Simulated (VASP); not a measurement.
```xyz
5
Lattice="4.0314 0.0000 0.0000 0.0000 4.0314 0.0000 0.0000 0.0000 4.0314" Properties=species:S:1:pos:R:3 pbc="T T T"
Ba     0.0000     0.0000     0.0000
Ti     2.0157     2.0157     2.0157
O      2.0157     0.0000     2.0157
O      0.0000     2.0157     2.0157
O      2.0157     2.0157     0.0000
```

These are PW91 GGA, VASP's PBE PAW potentials (set 64) (plane waves; VASP) values and carry that method's errors. Run with 520 eV cut-off, 5×5×5 Γ-centred mesh, Gaussian smearing of 0.050 eV, potentials Ba_sv Ti_sv O.

Q: Estimate the energy per atom (σ→0).

A: 
The energy per atom (σ→0) is -8.059 eV/atom.

Only differences to runs with the same potentials and settings are physical.

The compound is BaTiO3 in the cubic perovskite structure, the ideal cubic form; the compound distorts at low or room temperature. It was relaxed first. The start is the result of an earlier pass.
